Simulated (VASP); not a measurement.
Calculation: PBE GGA, VASP's PBE PAW potentials (set 64) (plane waves; VASP).

VASP input:

POSCAR:
```
GaN
1.0
  1.6095892532  -2.7878903268   0.0000000000
  1.6095892532   2.7878903268   0.0000000000
  0.0000000000   0.0000000000   5.2415015388
Ga N
2 2
direct
  0.6666670000   0.3333330000   0.5000480094
  0.3333330000   0.6666670000   0.0000480094
  0.6666670000   0.3333330000   0.8769519906
  0.3333330000   0.6666670000   0.3769519906
```

INCAR:
```
SYSTEM = GaN
PREC = Accurate
ENCUT = 520
EDIFF = 1E-6
NELM = 100
ALGO = Normal
LREAL = .FALSE.
LASPH = .TRUE.
ISMEAR = 0
SIGMA = 0.05
GGA = PE
LMAXMIX = 4
LWAVE = .FALSE.
LCHARG = .FALSE.
IBRION = 2
ISIF = 3
NSW = 60
EDIFFG = -0.01
```

KPOINTS:
```
Automatic mesh
0
Gamma
9 9 5
0 0 0
```

POTCAR, in this order: Ga_d N (PBE.64 set). Program: vasp_std.

Output

### OSZICAR
```
       N       E                     dE             d eps       ncg     rms          rms(c)
DAV:   1     0.279882628938E+03    0.27988E+03   -0.18541E+04  1630   0.304E+03
DAV:   2     0.737339127456E+01   -0.27251E+03   -0.26384E+03  1806   0.525E+02
DAV:   3    -0.269381428823E+02   -0.34312E+02   -0.33845E+02  1854   0.155E+02
DAV:   4    -0.282332467054E+02   -0.12951E+01   -0.12917E+01  2200   0.326E+01
DAV:   5    -0.282536720394E+02   -0.20425E-01   -0.20420E-01  1814   0.367E+00    0.108E+01
DAV:   6    -0.242304405510E+02    0.40232E+01   -0.15453E+01  2830   0.565E+01    0.313E+00
DAV:   7    -0.243494054509E+02   -0.11896E+00   -0.16674E+00  1746   0.110E+01    0.268E+00
DAV:   8    -0.243494608446E+02   -0.55394E-04   -0.28775E-01  2602   0.805E+00    0.879E-01
DAV:   9    -0.243266949836E+02    0.22766E-01   -0.11616E-01  2854   0.567E+00    0.351E-01
DAV:  10    -0.243276903043E+02   -0.99532E-03   -0.58877E-03  1792   0.827E-01    0.153E-01
DAV:  11    -0.243276255684E+02    0.64736E-04   -0.15549E-03  2416   0.719E-01    0.316E-02
DAV:  12    -0.243276405396E+02   -0.14971E-04   -0.19232E-04  1722   0.102E-01    0.156E-02
DAV:  13    -0.243276399087E+02    0.63089E-06   -0.37981E-05  2196   0.141E-01    0.935E-03
DAV:  14    -0.243276403731E+02   -0.46438E-06   -0.44456E-06  1924   0.369E-02
   1 F= -.24327640E+02 E0= -.24327640E+02  d E =-.243276E+02
```

**OUTCAR**
```
------------------------ aborting loop because EDIFF is reached ----------------------------------------
  FORCE on cell =-STRESS in cart. coord.  units (eV):
  Direction    XX          YY          ZZ          XY          YZ          ZX
  --------------------------------------------------------------------------------------
  Total       -0.0045106     -0.0045106      0.0391798      0.0000000      0.0000000      0.0000000
  in kB       -0.1536267     -0.1536267      1.3344315      0.0000000      0.0000000      0.0000000
  external PRESSURE =       0.3423927 kB  Pullay stress =       0.0000000 kB
  volume of cell :       47.04
      direct lattice vectors                 reciprocal lattice vectors
     1.609589253 -2.787890327  0.000000000     0.310638257 -0.179347084  0.000000000
     1.609589253  2.787890327  0.000000000     0.310638257  0.179347084  0.000000000
     0.000000000  0.000000000  5.241501539     0.000000000  0.000000000  0.190785025
  FREE ENERGIE OF THE ION-ELECTRON SYSTEM (eV)
  ---------------------------------------------------
  free  energy   TOTEN  =       -24.3276403731 eV

  energy  without entropy=      -24.3276403731  energy(sigma->0) =      -24.32764037

 reached required accuracy - stopping structural energy minimisation
```
(Selected blocks of OUTCAR.)

The compound is GaN in the wurtzite structure. It was relaxed first. The start is the result of an earlier pass.
